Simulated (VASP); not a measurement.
A run of VASP 6.6.1 is set up as follows.

INCAR

```
SYSTEM = Ni3GeC
PREC     = Accurate       ! precision mode
ENCUT    = 520            ! plane-wave cutoff, eV
EDIFF    = 1E-7           ! SCF threshold, eV
ISMEAR   = -1             ! smearing method
SIGMA    = 0.05           ! smearing width, eV
LREAL    = .FALSE.        ! projectors in reciprocal space
LASPH    = .TRUE.         ! aspherical terms in the spheres
NELM     = 120            ! most SCF steps
ALGO     = Normal         ! electronic algorithm
ISIF     = 2              ! what is computed and relaxed
LWAVE    = .FALSE.        ! write WAVECAR
LCHARG   = .FALSE.        ! write CHGCAR
ISPIN    = 2              ! spin polarisation
MAGMOM   = 0 1 1 1 0      ! initial moments
LORBIT   = 11             ! projections on sites
LMAXMIX  = 4              ! l up to which the mixer works
GGA      = PE             ! functional
NBANDS   = 36             ! bands
```

File KPOINTS:

```
Automatic mesh
0
G
  7 7 7
  0 0 0
```

File POSCAR:

```
Ni3GeC
1.0
    3.8087090000      0.0000000000      0.0000000000
    0.0000000000      3.8087090000      0.0000000000
    0.0000000000      0.0000000000      3.8087090000
Ge Ni C
1 3 1
Direct
    0.0000000000      0.0000000000      0.0000000000
    0.5000000000      0.0000000000      0.5000000000
    0.5000000000      0.5000000000      0.0000000000
    0.0000000000      0.5000000000      0.5000000000
    0.5000000000      0.5000000000      0.5000000000
```

Potentials or basis: VASP PAW PBE potentials, release 64 (Ge_d, Ni, C).

Command:

```bash
$ cat potpaw_PBE.64/Ge_d/POTCAR potpaw_PBE.64/Ni/POTCAR potpaw_PBE.64/C/POTCAR > POTCAR
$ mpirun -np 1 vasp_std > vasp.out
```

**Question.** Estimate the pressure.

**Answer.** 0.8 GPa.

**Question.** Predict the band gap on the k mesh.

**Answer.** None (metal or under the smearing width).

**Question.** Predict the net moment.

**Answer.** 0.00 μB per cell.
